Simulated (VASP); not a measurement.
All values below come from PBEsol GGA, VASP's PBE PAW potentials (set 64) (plane waves; VASP 6.6.1).

VASP ran on this input.

File KPOINTS:
```
Automatic mesh
0
Gamma
6 6 6
0 0 0
```

### POSCAR
```
CdTe
1
   -0.0000000000     3.2421477846     3.2421477846
    3.2421477846     0.0000000000     3.2421477846
    3.2421477846     3.2421477846     0.0000000000
Cd Te
1 1
Direct
  0.0000000000   0.0000000000   0.0000000000
  0.2500000000   0.2500000000   0.2500000000
```

**INCAR**
```
# general
SYSTEM   =  CdTe
PREC     =  Accurate
ENCUT    =  480
LREAL    =  .FALSE.
LASPH    =  .TRUE.

# electronic loop
EDIFF    =  1E-7
NELM     =  100
ALGO     =  Normal
LMAXMIX  =  4

# smearing
ISMEAR   =  0
SIGMA    =  0.05

# functional
GGA      =  PS

# ions
ISIF     =  2

# output
LWAVE    =  .FALSE.
LCHARG   =  .FALSE.
```

POTCAR, in this order: Cd Te (PBE.64 set). Program: vasp_std.

The resulting files:

File OSZICAR:
```
       N       E                     dE             d eps       ncg     rms          rms(c)
DAV:   1     0.937219246301E+02    0.93722E+02   -0.79946E+03   440   0.112E+03
DAV:   2    -0.211861402013E+01   -0.95841E+02   -0.92226E+02   476   0.262E+02
DAV:   3    -0.570589359834E+01   -0.35873E+01   -0.35812E+01   506   0.539E+01
DAV:   4    -0.574028218673E+01   -0.34389E-01   -0.34387E-01   586   0.464E+00
DAV:   5    -0.574037374101E+01   -0.91554E-04   -0.91554E-04   491   0.221E-01    0.564E+00
DAV:   6    -0.550214290779E+01    0.23823E+00   -0.54042E-01   466   0.102E+01    0.464E+00
DAV:   7    -0.548417371803E+01    0.17969E-01   -0.11331E-01   466   0.256E+00    0.187E+00
DAV:   8    -0.548321852046E+01    0.95520E-03   -0.10150E-02   436   0.140E+00    0.537E-01
DAV:   9    -0.548319424539E+01    0.24275E-04   -0.78486E-04   481   0.334E-01    0.126E-01
DAV:  10    -0.548322589709E+01   -0.31652E-04   -0.11802E-04   436   0.112E-01    0.554E-02
DAV:  11    -0.548325038324E+01   -0.24486E-04   -0.49456E-05   454   0.472E-02    0.363E-02
DAV:  12    -0.548324841652E+01    0.19667E-05   -0.46543E-06   481   0.169E-02    0.186E-02
DAV:  13    -0.548324832687E+01    0.89649E-07   -0.44937E-07   451   0.441E-03
   1 F= -.54832483E+01 E0= -.54832483E+01  d E =-.101912E-15
```

File OUTCAR:
```
------------------------ aborting loop because EDIFF is reached ----------------------------------------
  FORCE on cell =-STRESS in cart. coord.  units (eV):
  Direction    XX          YY          ZZ          XY          YZ          ZX
  --------------------------------------------------------------------------------------
  Total        0.1112330      0.1112330      0.1112330      0.0000000      0.0000000      0.0000000
  in kB        2.6146634      2.6146634      2.6146634      0.0000000      0.0000000      0.0000000
  external PRESSURE =       2.6146634 kB  Pullay stress =       0.0000000 kB
  volume of cell :       68.16
      direct lattice vectors                 reciprocal lattice vectors
     0.000000000  3.242147785  3.242147785    -0.154218757  0.154218757  0.154218757
     3.242147785  0.000000000  3.242147785     0.154218757 -0.154218757  0.154218757
     3.242147785  3.242147785  0.000000000     0.154218757  0.154218757 -0.154218757
  FREE ENERGIE OF THE ION-ELECTRON SYSTEM (eV)
  ---------------------------------------------------
  free  energy   TOTEN  =        -5.4832483269 eV

  energy  without entropy=       -5.4832483269  energy(sigma->0) =       -5.48324833
```
(Selected blocks of OUTCAR.)

The compound is CdTe in the zinc blende structure. It was relaxed first.
